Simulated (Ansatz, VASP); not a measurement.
**Cross-check of HfRe (HfRe in the Bh ordering) between VASP and Ansatz**

Wanted: the spread between two codes on one cell, functional and k mesh. The cell is generated by rule, not measured, and may not be a known phase. The cell is taken from a series of runs on this material, whose earlier steps may have relaxed, scaled, displaced or heated it; both programs get it as it stands.

Method: plane waves, with VASP 6.6.1 beside it; relaxation of cell and atoms at PBEsol, in Ansatz 0.2.0.

### Step 1. Starting point

The structure is hexagonal, space group P-6m2 (No. 187). The conventional cell has a = 3.100 Å, b = 3.100 Å, c = 4.231 Å, α = 90.00°, β = 90.00°, γ = 120.00°. Nearest to Hf lie 6 Re at 2.77 Å and 6 Hf at 3.10 Å. Nearest to Re lie 6 Hf at 2.77 Å and 6 Re at 3.10 Å. Farther neighbours are not listed.

### Step 2. VASP: relaxation of cell and atoms, PBEsol, pair 1

The relaxed volume is the usual yardstick between codes: in a stiff, nearly cubic crystal its relative difference is about their pressure difference at one cell divided by the bulk modulus.

Lines of VASP's logs that name or quote its potential files are left out, and so is its time.

Contents of INCAR:

```
SYSTEM = HfRe
PREC = Accurate
ENCUT = 600
EDIFF = 1E-07
NELM = 120
ISMEAR = 1
SIGMA = 0.2
LREAL = .FALSE.
ALGO = Normal
GGA = PS
NBANDS = 14
LASPH = .TRUE.
LORBIT = 11
LWAVE = .FALSE.
LCHARG = .FALSE.
ISIF = 3
IBRION = 2
NSW = 80
EDIFFG = -0.005
GGA_COMPAT = .FALSE.
NELMIN = 4
KPAR = 2
```

Contents of POSCAR:

```
HfRe
1.0
    3.0996370000     -0.0000030000      0.0000000000
   -1.5498160000      2.6843660000      0.0000000000
    0.0000000000      0.0000000000      4.2312530000
Hf Re
1 1
Direct
    0.3333333788      0.6666665425      0.2499999409
    0.6666666212      0.3333334575      0.7500000591
```

Contents of KPOINTS:

```
Automatic mesh
0
Gamma
12 12 8
0 0 0
```

The projector-augmented-wave data sets are Hf_pv and Re (PBE family, release 64).

Command:

```bash
mpirun -np 2 vasp_std
```

Numbers of over 12 decimals in the logs are rounded to 6 here.

The program printed:

```text
[banner, memory and clock lines left out]
running    2 mpi-ranks, on    1 nodes
 distrk:  each k-point on    1 cores,    2 groups
 distr:  one band on    1 cores,    1 groups

 POSCAR found type information on POSCAR HfRe
 POSCAR found :  2 types and       2 ions
|                                                                             |
|               ----> ADVICE to this user running VASP <----                  |
|                                                                             |
|     You enforced a specific xc type in the INCAR file but a different       |
|     [... a line on the potential file left out ...]
|     I HOPE YOU KNOW WHAT YOU ARE DOING!                                     |
|                                                                             |

 LDA part: xc-table for (Slater+PW92), standard interpolation
 POSCAR, INCAR and KPOINTS ok, starting setup
 FFT: planning ... GRIDC
 FFT: planning ... GRID_SOFT
 FFT: planning ... GRID
 WAVECAR not read
 entering main loop
       N       E                     dE             d eps       ncg     rms          rms(c)
DAV:   1     0.423603689881E+02    0.42360E+02   -0.94449E+03  4140   0.143E+03
DAV:   2    -0.227023777238E+02   -0.65063E+02   -0.60706E+02  4496   0.395E+02
DAV:   3    -0.243024735275E+02   -0.16001E+01   -0.15748E+01  4134   0.477E+01
DAV:   4    -0.243263918181E+02   -0.23918E-01   -0.23658E-01  3768   0.344E+00
DAV:   5    -0.243269825528E+02   -0.59073E-03   -0.59024E-03  3928   0.518E-01    0.667E+01
DAV:   6    -0.236824659038E+02    0.64452E+00   -0.10791E+00  4644   0.245E+01    0.326E+01
DAV:   7    -0.238187607761E+02   -0.13629E+00   -0.21029E+00  4702   0.192E+01    0.177E+01
DAV:   8    -0.233865376252E+02    0.43222E+00   -0.11338E+00  4804   0.219E+01    0.340E+00
DAV:   9    -0.233848734180E+02    0.16642E-02   -0.51610E-02  4914   0.400E+00    0.167E+00
DAV:  10    -0.233832086804E+02    0.16647E-02   -0.32918E-03  4816   0.784E-01    0.491E-02
DAV:  11    -0.233832066074E+02    0.20730E-05   -0.10175E-04  4128   0.102E-01    0.230E-02
DAV:  12    -0.233832066967E+02   -0.89370E-07   -0.57631E-06  4294   0.199E-02    0.140E-02
DAV:  13    -0.233832068523E+02   -0.15553E-06   -0.95510E-07  4154   0.117E-02    0.186E-02
DAV:  14    -0.233832066899E+02    0.16233E-06   -0.90711E-08  2074   0.667E-03    0.343E-03
DAV:  15    -0.233832066913E+02   -0.14008E-08   -0.14892E-08  1930   0.335E-03
   1 F= -.23383207E+02 E0= -.23383053E+02  d E =-.233832E+02
[...]
2 F= -.23382771E+02 E0= -.23382678E+02  d E =0.435912E-03
[...]
3 F= -.23383563E+02 E0= -.23383430E+02  d E =-.356130E-03
 curvature:  -0.20 expect dE=-0.809E-04 dE for cont linesearch -0.484E-08
 trial: gam= 0.23688 g(F)=  0.128E-41 g(S)=  0.408E-03 ort =-0.653E-05 (trialstep = 0.881E+00)
 search vector abs. value=  0.503E-03
 bond charge predicted
       N       E                     dE             d eps       ncg     rms          rms(c)
DAV:   1    -0.233845715423E+02   -0.10087E-02   -0.52096E-02  3996   0.495E+00    0.374E-01
DAV:   2    -0.233841153087E+02    0.45623E-03   -0.20170E-03  4808   0.949E-01    0.268E-01
DAV:   3    -0.233838462731E+02    0.26904E-03   -0.61553E-04  4644   0.450E-01    0.610E-02
DAV:   4    -0.233837581286E+02    0.88145E-04   -0.17081E-04  4800   0.245E-01    0.623E-02
DAV:   5    -0.233837491800E+02    0.89485E-05   -0.14899E-05  4802   0.535E-02    0.267E-02
DAV:   6    -0.233837477605E+02    0.14195E-05   -0.25344E-06  4474   0.140E-02    0.439E-03
DAV:   7    -0.233837477092E+02    0.51308E-07   -0.62608E-08  1846   0.793E-03
   4 F= -.23383748E+02 E0= -.23383635E+02  d E =-.184887E-03
 trial-energy change:   -0.000185  1 .order   -0.000187   -0.000358   -0.000017
 step:   0.9264(harm=  0.9243)  dis= 0.00000  next Energy=   -23.383748 (dE=-0.185E-03)
 reached required accuracy - stopping structural energy minimisation
```

OUTCAR, selected parts (step 2):

```text
ion  position               nearest neighbor table
   1  0.333  0.667  0.250-   2 2.77   2 2.77   2 2.77   2 2.77   2 2.77   2 2.77
   2  0.667  0.333  0.750-   1 2.77   1 2.77   1 2.77   1 2.77   1 2.77   1 2.77

  LATTYP: Found a hexagonal cell.
 ALAT       =     3.0996370000
 C/A-ratio  =     1.3650801691

 Subroutine GETGRP returns: Found 12 space group operations
 (whereof  6 operations were pure point group operations)

The static configuration has the point symmetry C_3v.
 The point group associated with its full space group is D_3h.

 Found     95 irreducible k-points:

   k-points           NKPTS =     95   k-points in BZ     NKDIM =     95   number of bands    NBANDS=     14

   dimension x,y,z NGX =    28 NGY =   28 NGZ =   36
   dimension x,y,z NGXF=    56 NGYF=   56 NGZF=   72

   ENCUT  =  600.0 eV  44.10 Ry    6.64 a.u.   6.19  6.19  8.45*2*pi/ulx,y,z

   NELECT =      17.0000    total number of electrons

 k-points in reciprocal lattice and weights: Automatic mesh
   0.00000000  0.00000000  0.00000000       0.001
   0.08333333 -0.00000000  0.00000000       0.005
   0.16666667  0.00000000  0.00000000       0.005
   0.25000000 -0.00000000  0.00000000       0.005
   0.33333333  0.00000000  0.00000000       0.005
   0.41666667  0.00000000  0.00000000       0.005
   0.50000000 -0.00000000  0.00000000       0.003
   0.08333333  0.08333333  0.00000000       0.005
   0.16666667  0.08333333  0.00000000       0.010
[...]
0.33333333  0.25000000  0.50000000       0.010
   0.33333333  0.33333333  0.50000000       0.002

 average (electrostatic) potential at core
       1 -35.1289       2 -40.1649

 E-fermi :   6.0810

 k-point     1 :       0.0000    0.0000    0.0000
  band No.  band energies     occupation
    ...
      5       1.2317      2.00000
      6       5.0001      2.00000
      7       5.0001      2.00000
      8       6.0811      0.99929
      9       6.0811      0.99923
     10       7.8707     -0.00000
     11       7.8707     -0.00000
     12       8.1275     -0.00000
     13       9.1096     -0.00000
     14      11.6109      0.00000

 k-point     2 :       0.0833   -0.0000    0.0000
  band No.  band energies     occupation
    ...
      5       1.4037      2.00000
      6       4.7532      2.00000
      7       5.1703      2.00000
      8       5.8761      2.05496
      9       5.9449      1.90587
     10       7.4275     -0.00000
     11       8.0786     -0.00000
     12       8.5214     -0.00000
     13       8.6189     -0.00000
     14      11.7734      0.00000

 k-point     3 :       0.1667    0.0000    0.0000
  band No.  band energies     occupation
    ...
      5       1.8354      2.00000
      6       4.2258      2.00000
      7       5.2395      2.00000
      8       5.6092      2.00424
      9       5.6637      2.01196
     10       6.9615     -0.00000
     11       7.8929     -0.00000
     12       8.6889     -0.00000
     13       9.2600     -0.00000
     14      12.1751      0.00000

  Total        0.0070817      0.0070817      0.0047241     -0.0000000      0.0000000      0.0000000
  in kB        0.3227179      0.3227180      0.2152814     -0.0000000      0.0000000      0.0000000
  external PRESSURE =       0.2869057 kB  Pullay stress =       0.0000000 kB

  energy-cutoff  :      600.00
  volume of cell :       35.16
      direct lattice vectors                 reciprocal lattice vectors
     3.104243792 -0.000003005  0.000000000     0.322139827  0.185987104  0.000000000
    -1.552119393  2.688355602 -0.000000000     0.000000360  0.371974808  0.000000000
     0.000000000  0.000000000  4.212917737    -0.000000000 -0.000000000  0.237365185

 POSITION                                       TOTAL-FORCE (eV/Angst)
 -----------------------------------------------------------------------------------
      0.00000      1.79224      1.05323         0.000000     -0.000000     -0.000000
      1.55212      0.89612      3.15969        -0.000000      0.000000      0.000000
 -----------------------------------------------------------------------------------
    total drift:                               -0.000047      0.000056      0.000018

  FREE ENERGIE OF THE ION-ELECTRON SYSTEM (eV)
  ---------------------------------------------------
  free  energy   TOTEN  =       -23.3837477092 eV

  energy  without entropy=      -23.3834086985  energy(sigma->0) =      -23.38363471

 reached required accuracy - stopping structural energy minimisation

 total charge
# of ion       s       p       d       tot
------------------------------------------
    1        0.420   6.543   1.763   8.726
    2        0.602   0.409   4.985   5.996
--------------------------------------------------
tot          1.023   6.952   6.748  14.722

[... 3 further parts left out ...]
```

CONTCAR:

```
HfRe
   1.00000000000000
     3.1042437924447355   -0.0000030046268359    0.0000000000000000
    -1.5521193926523802    2.6883556021150756   -0.0000000000000000
     0.0000000000000000    0.0000000000000000    4.2129177367346413
  Hf              Re
     1     1
Direct
     0.3333333787999990    0.6666665425000033    0.2499999408999969
     0.6666666212000010    0.3333334574999967    0.7500000591000031
```

### Step 3. Ansatz: relaxation of cell and atoms, PBEsol, pair 1

Ansatz runs on its default PAW (the set named soft_2) files.

The same cell, functional, mesh and smearing now go to Ansatz, which takes its cutoff from its data sets.

Contents of input.yaml:

```yaml
crystal:
  lattice:
    - [3.0996372123, -3.0101e-06, 0.0]
    - [-1.5498159993, 2.6843660734, 0.0]
    - [0.0, 0.0, 4.2312534715]
  atoms:
    - { symbol: Hf, position: [0.3333333333, 0.6666666667, 0.25] }
    - { symbol: Re, position: [0.6666666667, 0.3333333333, 0.75] }
kpoints:
  mp_grid: { grid: [12, 12, 8] }
hamiltonian:
  xc: pbesol
scf:
  occupations: { method: methfessel_paxton, width: 0.2 }
output:
  forces: true
  stress: true
  eigenvalues: true
relax:
  adjacent_minimum: "off"
  f_tol: 0.001
  max_steps: 60
  cell: { stress_tol: 0.01 }
```

Command:

```bash
ansatz run input.yaml --threads 4 --pin off --max-ram 8192MiB --backend cpu --events-out ev --progress --plain --runs-dir out
```

The program printed:

```text
Engine: ansatz 0.2.0, aarch64-unknown-linux-gnu
Pseudopotentials: kind: paw
Pseudopotential: Hf, paw, valence charge 26, recommended cutoff 420 eV (normal), Hf.paw.azcp
Pseudopotential: Re, paw, valence charge 15, recommended cutoff 420 eV (normal), Re.paw.azcp
Functional definition: PBEsol
  exchange = pbesol_x
  correlation = pbesol_c
Crystal: 2 atoms, lattice volume = 35.206 Å³
Basis set: ecut = 420 eV, 687 PW (Γ), exchange–correlation on 48×48×60 points (8 copies of the dense FFT grid, shifted against one another)
Bands: 25, of which v1, the nominal top of the filled ones, is band 21 counted from 1 (20 counted from 0)
Symmetry: 12 space group operations
Space group: P-6m2 (ITA 187), of the structure as read, at distance tolerance 3.3e-5 Å
k-points: 95 of 1152 (time reversal used)
Non-local potential: Hf, projectors of the file, l = 0: 3, l = 1: 2, l = 2: 2, l = 3: 3
Non-local potential: Re, projectors of the file, l = 0: 3, l = 1: 2, l = 2: 2, l = 3: 1
PAW form: soft (Blöchl's): semilocal exchange-correlation on the pseudo side does not see the compensation charge
PAW frozen core: Hf, regenerated for the run's functional, and the local potential with it (the file was generated under x = pbe(κ = 0.804, μ = 0.219515), c = pbe(β = 0.066725))
PAW frozen core: Re, regenerated for the run's functional, and the local potential with it (the file was generated under x = pbe(κ = 0.804, μ = 0.219515), c = pbe(β = 0.066725))
PAW one-centre angular grid: Hf, 590 points (default); XC on 64 Gauss nodes
PAW one-centre angular grid: Re, 590 points (default); XC on 64 Gauss nodes
Initial density: superposition of atomic densities (neutral atoms: chi_scale 0, normalization atom), corrected by the library's trained network
Initial wavefunctions: pseudopotential atomic-orbital guess
Functional: x = pbesol(κ = 0.804, μ = 0.123457), c = pbesol(β = 0.046)
SCF iter   1: F=—  HF=-26334.738809 eV  |F-HF|=—  |Δ(HF+E_count)|=         —  Δρ=1.28e-2  dr2=6.06e-2  ethr=1.77e-3  ⟨swp⟩=4.5  Hψ=8384  notcnv=0
preconditioner: auto → Kerker (q_TF=auto, 2.798 Å⁻¹)  [metal: Δε(μ)=0.013 eV  Ē_g=14.443 eV  σ=0.200 eV  W_gap=0.06  n_scr=20 (ndim 8)  ℏωp=34.8 eV  f_vac=0.000  D(μ)=1.69/eV (n_scr^D=20)]
SCF iter   2: F=—  HF=-26334.728920 eV  |F-HF|=—  |Δ(HF+E_count)|=   9.89e-3  S|Δr|=    0.00e0  Δρ=7.44e-3  dr2=2.21e-2  ethr=1.48e-4  ⟨swp⟩=1.0  Hψ=3135  notcnv=0
SCF iter   3: F=—  HF=-26334.722527 eV  |F-HF|=—  |Δ(HF+E_count)|=   6.39e-3  S|Δr|=    0.00e0  Δρ=1.18e-3  dr2=4.96e-4  ethr=5.39e-5  ⟨swp⟩=2.0  Hψ=2896  notcnv=0
SCF iter   4: F=—  HF=-26334.722451 eV  |F-HF|=—  |Δ(HF+E_count)|=   7.54e-5  S|Δr|=    0.00e0  Δρ=3.87e-4  dr2=4.91e-5  ethr=1.21e-6  ⟨swp⟩=2.0  Hψ=3754  notcnv=0
SCF iter   5: F=—  HF=-26334.722361 eV  |F-HF|=—  |Δ(HF+E_count)|=   9.07e-5  S|Δr|=    0.00e0  Δρ=1.44e-4  dr2=4.91e-6  ethr=1.20e-7  ⟨swp⟩=2.6  Hψ=4420  notcnv=0
SCF iter   6: F=—  HF=-26334.722347 eV  |F-HF|=—  |Δ(HF+E_count)|=   1.35e-5  S|Δr|=    0.00e0  Δρ=4.71e-5  dr2=5.13e-7  ethr=1.20e-8  ⟨swp⟩=2.0  Hψ=3552  notcnv=0
SCF iter   7: F=-26334.722347 eV  HF=-26334.722347 eV  |F-HF|=1.76e-8  |Δ(HF+E_count)|=   3.08e-8  S|Δr|=    0.00e0  Δρ=8.71e-6  dr2=2.93e-8  ethr=2.44e-10  ⟨swp⟩=5.2  Hψ=9767  notcnv=0
SCF 1 converged in 7 iterations: F = -26334.722347 eV  dr2 = 2.93e-8
  greatest PAW one-centre occupation: 0.999 electrons in one spin orbital (limit 2), on the Re atom at site 1 (counted from 0), in its partial waves of l = 0
relax step   1: F+E_penalty+E_count = -26334.72234704 eV  Δ(F+E_penalty+E_count) = +0.000e0 eV  max|allowed force component| = 2.405e-16 eV/Å  Δτ_max = 0.0000 Å  P = -0.021 GPa  Ω = 35.206 Å³  (7 SCF iters, dr2 threshold 1.00e-7 eV, accepted)
[...]
relax step   2: F+E_penalty+E_count = -26334.72234930 eV  Δ(F+E_penalty+E_count) = -2.259e-6 eV  max|allowed force component| = 1.665e-16 eV/Å  Δτ_max = 0.0000 Å  P = +0.021 GPa  Ω = 35.206 Å³  energy of the carried Pulay correction = -2.813e-7 eV  (5 SCF iters, dr2 threshold 1.99e-8 eV, accepted)
[...]
relax step   3: F+E_penalty+E_count = -26334.72235052 eV  Δ(F+E_penalty+E_count) = -1.218e-6 eV  max|allowed force component| = 2.035e-16 eV/Å  Δτ_max = 0.0000 Å  P = -0.005 GPa  Ω = 35.208 Å³  energy of the carried Pulay correction = -1.184e-6 eV  (4 SCF iters, dr2 threshold 1.14e-8 eV, accepted)
[...]
relax step   4: F+E_penalty+E_count = -26334.72234818 eV  Δ(F+E_penalty+E_count) = +2.336e-6 eV  max|allowed force component| = 2.220e-16 eV/Å  Δτ_max = 0.0000 Å  P = -0.005 GPa  Ω = 35.208 Å³  stress off target by 4.92e-3 GPa  SCF on the basis re-selected at this cell (its energy is not comparable with the rows above)  (6 SCF iters)
basis re-selected at this cell: Δ(F+E_penalty+E_count) = +2.336e-6 eV, ΔP = +0.000 GPa vs the last step (what re-selecting the basis moved, of the pressure what is left beyond the Pulay correction that the steps carried, after the strain that the cell walked since its last selection, with what the two solves' SCF thresholds leave and, on support functions, any second-order correction that the steps lacked; it is no m [...]
SCF converged after 6 iterations
Stability not checked: this state was not tested for a lower state beside it, because cold or Methfessel-Paxton smearing, or corrected tetrahedra, fill the levels in a way that the test cannot read (fill_not_monotonic; see scf.lower_state_search)
Free energy (F): -26334.722348 eV
Harris-Foulkes:  -26334.722348 eV  (|F-HF|=7.28e-12)
Internal energy: -26334.721846 eV  (E = F + TS)
E sigma→0 (E₀):  -26334.722223 eV
Entropy (-TS):   -0.000502 eV (-0.251 meV/atom)
Fermi energy:    22.338666 eV
--- Per-component energies (eV) ---
  E_band       = 23.396471
  E_kinetic    = 969.052928
  E_local      = -5838.452752  (includes V_loc(G=0)·N_el)
  E_nonlocal   = -1183.475157
  E_hartree    = 2689.094834
  E_xc         = -699.511947
  E_vxc        = -570.862572  (∫ρ·V_xc dr)
  E_paw        = -15340.733171  (= ΣΔE_a)
  E_vpaw       = 1268.944446  (= ΣTr[D̂ρ^β])
  E_aug_tail   = -0.000078  (compensation charges beyond the density's cutoff)
  E_ewald      = -6932.180856
  E_core_change = 1.484353  (= ΣΔE_core)
  E_smearing   = -0.000502  (= −TS)
  E_closure    = -0.000000  (closes the sum)
  Σ components = -26334.722348   (vs F -26334.722348, Δ=0.00e0)
--- Forces (eV/Å), atoms counted from 1 ---
  atom   1  Hf    -0.00000000     0.00000000     0.00000000
  atom   2  Re     0.00000000    -0.00000000    -0.00000000
  max |Σ_I F_I| component: 7.40e-17 eV/Å
--- Stress (GPa, compression-positive) ---
       -0.004626       0.000000      -0.000000
        0.000000      -0.004626       0.000000
       -0.000000       0.000000      -0.004918
  P = ⅓ Tr σ = -0.0047 GPa (-0.047 kbar)
--- Band table (eV; the first three rows and the last of 95) ---
  k-point 0: bands = [... 17 lower, 21.2757, 21.2757, 22.3712, 22.3712, 24.1058, 24.1058, 24.3191, 25.2873]
  k-point 1: bands = [... 17 lower, 21.1147, 21.1147, 22.3625, 22.3625, 23.9232, 24.2836, 24.2836, 24.9689]
  k-point 2: bands = [... 17 lower, 20.8863, 20.8863, 22.0899, 22.0899, 22.8765, 24.4248, 24.9520, 24.9520]
  k-point 94: bands = [... 17 lower, 19.7259, 19.9546, 20.8260, 22.3548, 24.0871, 24.3729, 24.7112, 27.5605]
--- Relaxed structure (3 steps of the walk, 3 accepted, 1 SCFs on fresh bases) ---
  F+E_penalty+E_count = -26334.72234818 eV   max|allowed force component| = 2.220e-16 eV/Å   (the final SCF, on the basis selected at the relaxed cell)
  cell:  # Å, volume = 35.2081 Å³
    - [3.100346, -3.010804331196048e-6, 0.0]
    - [-1.550171, 2.684980, 0.0]
    - [0.0, 0.0, 4.229519]
  atoms:
    - { symbol: Hf, position: [0.333333, 0.666667, 0.250000] }
    - { symbol: Re, position: [0.666667, 0.333333, 0.750000] }
```

The column dr2 measures how far the density is from self-consistency, as an energy; F and HF (Harris–Foulkes) agree once it is small.

### Step 4. Comparison

Known differences besides the potentials themselves: the data sets hold 41 valence electrons in Ansatz (on its default PAW (the set named soft_2) files) and 17 in VASP; the cutoff is 420 eV in Ansatz and 600 eV in VASP; Ansatz makes its cores anew for this functional, VASP keeps those of its PBE data sets; Ansatz adds a Pulay correction to the stress that steers its cell, VASP none. Total energies have different zeros and are not compared.

The two programs side by side:

| quantity | Ansatz | VASP | difference |
| --- | --- | --- | --- |
| volume (Å³) | 35.21 | 35.16 | +0.14 % |
| edge a after relaxation, in the typed setting (Å) | 3.100 | 3.104 | -0.13 % |
| edge c after relaxation, in the typed setting (Å) | 4.229 | 4.213 | +0.39 % |

(Continued in part 2 of 2.)

[Lines on the potential files, build, host, timing and source positions are cut from VASP's logs without a mark.]

[Logs are printed without paths, hosts, clocks, repeated set-up lines and the standing remarks that a program may print on its own settings, such as how far it seeks lower states.]

[Hosts, paths, dates, database ids (printed as entryN), source tags and the programs' standing remarks are cut or masked in the printed files.]
